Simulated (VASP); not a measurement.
A cell of Rh (fcc) near equilibrium:

```xyz
1
Lattice="0.0000 1.9115 1.9115 1.9115 0.0000 1.9115 1.9115 1.9115 0.0000" Properties=species:S:1:pos:R:3 pbc="T T T"
Rh     0.0000     0.0000     0.0000
```

Calculation: PBE GGA, VASP's PBE PAW potentials (set 64) (plane waves; VASP 6.6.1).

| run | ΔE (meV/atom) | σxx | σyy | σzz | largest shear component, with its sign (GPa) | largest force (eV/Å) |
|---|---|---|---|---|---|---|
| as it is | 0.0 | 1.49 | 1.49 | 1.49 | 0.00 | 0.000 |
| after one change | 5.9 | -5.83 | -5.83 | -5.83 | 0.00 | 0.000 |
Stress is in GPa, positive when the cell is compressed.

Problem. Name the change that produced these shifts.
A) uniaxial strain of -1.5 % along x
B) isotropic strain of -0.5 %
C) isotropic strain of +1.0 %
D) uniaxial strain of -1.0 % along y

Solution. C, isotropic strain of +1.0 %

The compound is Rh in the fcc structure.
